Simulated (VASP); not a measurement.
Consider the following.

```xyz
3
Lattice="0.0000 2.5362 2.5362 2.5362 0.0000 2.5362 2.5362 2.5362 0.0000" Properties=species:S:1:pos:R:3 pbc="T T T"
Hf     0.0000     0.0000     0.0000
O      1.2681     1.2681     1.2681
O      3.8043     3.8043     3.8043
```

Calculation: PBE GGA, VASP's PBE PAW potentials (set 64) (plane waves; VASP). Run with 520 eV cut-off, 7×7×7 Γ-centred mesh, Gaussian smearing of 0.050 eV, potentials Hf_pv O.

### Question
What does the run give for the energy per atom (σ→0)?

### Answer

The energy per atom (σ→0) comes out as -972.8 kJ/mol-atom.

Only differences to runs with the same potentials and settings are physical.

The compound is HfO2 in the fluorite structure, the high-temperature cubic form, which is unstable at 0 K; the monoclinic form is the stable one. It was relaxed first.
